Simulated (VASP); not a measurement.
VASP input:

KPOINTS:
```
kpoints
0
Gamma
  8 8 8
```

**INCAR**
```
# general
SYSTEM   =  MgSe
PREC     =  Accurate
ENCUT    =  500
LREAL    =  .FALSE.
LASPH    =  .TRUE.

# electronic loop
EDIFF    =  1E-6
NELM     =  100
ALGO     =  Normal
LMAXMIX  =  4

# smearing
ISMEAR   =  0
SIGMA    =  0.05

# functional
GGA      =  PS

# ions
IBRION   =  2
NSW      =  40
ISIF     =  3
EDIFFG   =  -0.02

# output
LWAVE    =  .FALSE.
LCHARG   =  .FALSE.
```

**POSCAR**
```
MgSe
1.0
  0.0000000000   2.9679665626   2.9679665626
  2.9679665626   0.0000000000   2.9679665626
  2.9679665626   2.9679665626   0.0000000000
Mg Se
1 1
Cart
  0.0000000000   0.0000000000   0.0000000000
  1.4839832813   1.4839832813   1.4839832813
```

POTCAR, in this order: Mg Se (PBE.64 set). Program: vasp_std.

Question: Write an equivalent input for Quantum ESPRESSO's pw.x.

Answer: One equivalent input (not run):
```
&CONTROL
  calculation = 'vc-relax'
  pseudo_dir = './pseudo'
  outdir = './out'
  tprnfor = .true.
  tstress = .true.
  nstep = 40
  forc_conv_thr = 0.00078
/
&SYSTEM
  ibrav = 0
  nat = 2
  ntyp = 2
  ecutwfc = 86
  occupations = 'smearing'
  smearing = 'gaussian'
  degauss = 0.003675
  input_dft = 'pbesol'
/
&ELECTRONS
  conv_thr = 7.3e-08
  electron_maxstep = 100
/
&IONS
/
&CELL
/
ATOMIC_SPECIES
  Mg 24.305 Mg.upf
  Se 78.971 Se.upf
CELL_PARAMETERS angstrom
     0.0000000    2.9679666    2.9679666
     2.9679666    0.0000000    2.9679666
     2.9679666    2.9679666    0.0000000
ATOMIC_POSITIONS crystal
  Mg   0.0000000  0.0000000  0.0000000
  Se   0.2500000  0.2500000  0.2500000
K_POINTS automatic
  8 8 8 0 0 0
```
The two are equivalent in intent, not identical: the potentials are each code's own (VASP's PAW set, PseudoDojo norm-conserving files in pw.x), so ENCUT and ecutwfc are chosen apart and not converted; conv_thr bounds pw.x's estimated SCF error, while EDIFF bounds the energy change between steps; forc_conv_thr acts on force components and is met together with etot_conv_thr.

The structure was generated: MgSe was put into the zinc blende type (F-43m), which need not be its known phase. It was relaxed first.
